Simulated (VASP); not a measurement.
Ti2Te2S:

```
CELL_PARAMETERS angstrom
0.00000 5.15874 5.15874
5.15874 0.00000 5.15874
5.15874 5.15874 0.00000
ATOMIC_POSITIONS crystal
Ti 0.12500 0.12500 0.12500
Ti 0.12500 0.12500 0.62500
Ti 0.12500 0.62500 0.12500
Ti 0.62500 0.12500 0.12500
Te 0.62500 0.62500 0.62500
Te 0.62500 0.62500 0.12500
Te 0.62500 0.12500 0.62500
Te 0.12500 0.62500 0.62500
S 0.50000 0.50000 0.50000
S 0.75000 0.75000 0.75000
```

The cell was built by a generator and needn't be a form met in nature.

- Program: VASP 6.6.1
- Task: relaxation of cell and atoms
- Functional: PBE
- Potentials or basis: VASP PAW PBE potentials, release 64 (Ti_sv, Te, S)
- Cutoff: 520 eV
- k mesh: 3 × 3 × 3
- Occupations: gaussian, width 0.15 eV
- Spin: no spin polarisation

At the start: pressure 9.5 GPa; volume 27.46 Å³/atom.

Question: How do energy, volume and symmetry change on relaxing?

Answer: Over 10 steps the energy falls by 122.9 meV/atom and the volume is 32.15 Å³/atom (+17.1 %); space group Fd-3m (No. 227, to 0.05 Å).

The path:
```csv
step,energy change (eV),largest force (eV/Å),pressure (GPa),volume (Å³)
1,0.0000,0.0000,9.52,274.58
2,40.3517,0.0000,-5.62,344.68
3,-1.4015,0.0000,-9.29,313.56
4,-0.7706,0.0000,5.06,292.59
5,-1.0387,0.0000,2.67,302.95
6,-1.1258,0.0000,2.07,308.23
7,-1.1597,0.0000,1.69,310.89
8,-1.1741,0.0000,1.62,312.22
9,-1.1961,0.0000,1.17,314.75
10,-1.2290,0.0000,0.15,321.49
```

Final structure:
```xyz
10
Lattice="0.0000 5.4372 5.4372 5.4372 0.0000 5.4372 5.4372 5.4372 0.0000" Properties=species:S:1:pos:R:3 pbc="T T T"
Ti    1.3593    1.3593    1.3593
Ti    4.0779    4.0779    1.3593
Ti    4.0779    1.3593    4.0779
Ti    1.3593    4.0779    4.0779
Te    6.7965    6.7965    6.7965
Te    4.0779    4.0779    6.7965
Te    4.0779    6.7965    4.0779
Te    6.7965    4.0779    4.0779
S     5.4372    5.4372    5.4372
S     8.1558    8.1558    8.1558
```

Caveat: the volume moved by over 15 % at a fixed basis, so the end points are rough; the relaxation stopped at a loose force limit of 0.08 eV/Å, so its end isn't a converged minimum.
